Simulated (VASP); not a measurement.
Consider the following.

```xyz
2
Lattice="0.0000 2.5260 2.5260 2.5260 0.0000 2.5260 2.5260 2.5260 0.0000" Properties=species:S:1:pos:R:3 pbc="T T T"
Mg     0.0000     0.0000     0.0000
Se     2.5260     2.5260     2.5260
```

The numbers are results of LDA (Ceperley-Alder, Perdew-Zunger), VASP's LDA PAW potentials (set 64) (plane waves; VASP), not measurements. Numerical set-up: 500 eV cut-off, 9×9×9 Γ-centred mesh, Gaussian smearing of 0.050 eV, potentials Mg Se.

Energy and stress use the plane-wave basis of the starting cell.

The ions, cell shape and volume at an external pressure of 30.0 GPa are relaxed. What does this cell relax into?

```xyz
2
Lattice="0.0000 2.4751 2.4751 2.4751 0.0000 2.4751 2.4751 2.4751 0.0000" Properties=species:S:1:pos:R:3 pbc="T T T"
Mg     2.4751     2.4751     0.0000
Se     2.4751     2.4751     2.4751
```
Space group Fm-3m (225), at a tolerance of 0.03 Å.

How do energy and volume change from the first to the last step?

The energy (σ→0) changes by +147.6 meV/atom and the volume by -5.9 %, in 4 ionic steps.

The compound is MgSe in the rock salt structure. This run relaxes it under an external pressure of 30 GPa. Symmetry was kept, so distortions that lower it aren't found.
